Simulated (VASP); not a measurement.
Input:

```xyz
4
Lattice="1.9171 -5.0660 0.0000 1.9171 5.0660 0.0000 0.0000 0.0000 3.7781" Properties=species:S:1:pos:R:3 pbc="T T T"
P      1.9171    -0.6485     0.9445
P      1.9171     0.6485     2.8336
W      1.9171    -3.5943     0.9445
W      1.9171     3.5943     2.8336
```

Calculation: PBE GGA, VASP's PBE PAW potentials (set 64) (plane waves; VASP). Run with 400 eV cut-off, KSPACING 0.6 per Å, Gaussian smearing of 0.050 eV, potentials P W_sv.

Question: Give the force on each atom (eV/Å).

Answer: 
```tsv
atom	Fx	Fy	Fz
P1	0.000	-2.330	0.000
P2	0.000	2.330	0.000
W3	0.000	-0.487	0.000
W4	0.000	0.487	0.000
```

Question: Give the stress tensor in GPa (positive for a compressed cell).

Answer: 
```
-34.11    0.00    0.00
  0.00  -29.30    0.00
  0.00    0.00  -23.72
```
The pressure is its mean diagonal, -29.04 GPa.

The structure was generated: PW was put into the CrB type (Cmcm), which need not be its known phase. The cell was not relaxed at this level. The run is one of a series of settings (KGAMMA = .TRUE., KSPACING = 0.6, KPOINTS file removed against the base run), some of them coarse on purpose.
